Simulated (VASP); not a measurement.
Output of a VASP run:

File OSZICAR:
```
       N       E                     dE             d eps       ncg     rms          rms(c)
DAV:   1     0.247023208841E+03    0.24702E+03   -0.13646E+04  4800   0.188E+03
DAV:   2     0.963673795368E+01   -0.23739E+03   -0.23615E+03  4944   0.495E+02
DAV:   3    -0.173444105889E+02   -0.26981E+02   -0.26889E+02  9440   0.136E+02
DAV:   4    -0.183938135002E+02   -0.10494E+01   -0.10493E+01  4960   0.284E+01
DAV:   5    -0.184515715599E+02   -0.57758E-01   -0.57755E-01  8016   0.458E+00    0.128E+01
DAV:   6    -0.162264385722E+02    0.22251E+01   -0.80855E+00  5680   0.338E+01    0.315E+00
DAV:   7    -0.162006620206E+02    0.25777E-01   -0.92037E-01  7216   0.823E+00    0.206E+00
DAV:   8    -0.162290768244E+02   -0.28415E-01   -0.23944E-01  5680   0.657E+00    0.734E-01
DAV:   9    -0.162195818642E+02    0.94950E-02   -0.58017E-02  5792   0.279E+00    0.731E-02
DAV:  10    -0.162198605586E+02   -0.27869E-03   -0.26065E-03  7696   0.417E-01    0.985E-02
DAV:  11    -0.162199304366E+02   -0.69878E-04   -0.26086E-04  5344   0.147E-01    0.263E-02
DAV:  12    -0.162199237078E+02    0.67288E-05   -0.42288E-05  7024   0.561E-02    0.101E-02
DAV:  13    -0.162199247261E+02   -0.10183E-05   -0.15612E-06  5816   0.134E-02    0.302E-03
DAV:  14    -0.162199250383E+02   -0.31221E-06   -0.43591E-07  5960   0.595E-03    0.362E-04
DAV:  15    -0.162199250943E+02   -0.56081E-07   -0.40742E-08  3184   0.184E-03
   1 F= -.16219925E+02 E0= -.16219925E+02  d E =0.000000E+00
```

**OUTCAR**
```
------------------------ aborting loop because EDIFF is reached ----------------------------------------
  FORCE on cell =-STRESS in cart. coord.  units (eV):
  Direction    XX          YY          ZZ          XY          YZ          ZX
  --------------------------------------------------------------------------------------
  Total       -0.0157921     -0.0157921     -0.0236026      0.0000000     -0.0000000      0.0000000
  in kB       -0.7565070     -0.7565070     -1.1306612      0.0000000     -0.0000000      0.0000000
  external PRESSURE =      -0.8812251 kB  Pullay stress =       0.0000000 kB
  volume of cell :       33.45
      direct lattice vectors                 reciprocal lattice vectors
     1.449594003 -2.510770520  0.000000000     0.344924164 -0.199142055  0.000000000
     1.449594003  2.510770520  0.000000000     0.344924164  0.199142055  0.000000000
     0.000000000  0.000000000  4.594678778     0.000000000  0.000000000  0.217643071
 POSITION                                       TOTAL-FORCE (eV/Angst)
 -----------------------------------------------------------------------------------
      1.44959      0.83693      1.14867         0.000000      0.000000      0.000000
      1.44959     -0.83693      3.44601        -0.000000     -0.000000      0.000000
 -----------------------------------------------------------------------------------
    total drift:                               -0.000000      0.001050     -0.000021
  FREE ENERGIE OF THE ION-ELECTRON SYSTEM (eV)
  ---------------------------------------------------
  free  energy   TOTEN  =       -16.2199250943 eV

  energy  without entropy=      -16.2199250943  energy(sigma->0) =      -16.21992509

 total charge

# of ion       s       p       d       tot
------------------------------------------
    1        2.257   6.129   1.908  10.294
    2        2.257   6.129   1.908  10.294
--------------------------------------------------
tot          4.514  12.258   3.816  20.588
```
(Selected blocks of OUTCAR.)

### POSCAR
```
Ti
1
    1.4495940033    -2.5107705198     0.0000000000
    1.4495940033     2.5107705198     0.0000000000
    0.0000000000     0.0000000000     4.5946787775
Ti
2
Direct
  0.3333330000   0.6666670000   0.2500000000
  0.6666670000   0.3333330000   0.7500000000
```

Question: Reconstruct the remaining input files.

Answer: One answer among several that fit: the input of the run itself, AM05 GGA, plane waves, VASP's PBE PAW potentials (set 64).

INCAR:
```
SYSTEM = Ti
PREC = Accurate
ENCUT = 520
EDIFF = 1E-7
NELM = 100
ALGO = Normal
LREAL = .FALSE.
LASPH = .TRUE.
ISMEAR = -5
GGA = AM
LMAXMIX = 4
LWAVE = .FALSE.
LCHARG = .TRUE.
LORBIT = 11
NEDOS = 601
ISIF = 2
```

### KPOINTS
```
Automatic mesh
0
Gamma
16 16 9
0 0 0
```

POTCAR, in this order: Ti_sv (PBE.64 set). Program: vasp_std.

For a metal the tetrahedron method with Blöchl corrections gives inexact stress and forces.

The compound is Ti in the hcp structure. It was relaxed first, which changed the volume by -5 %.
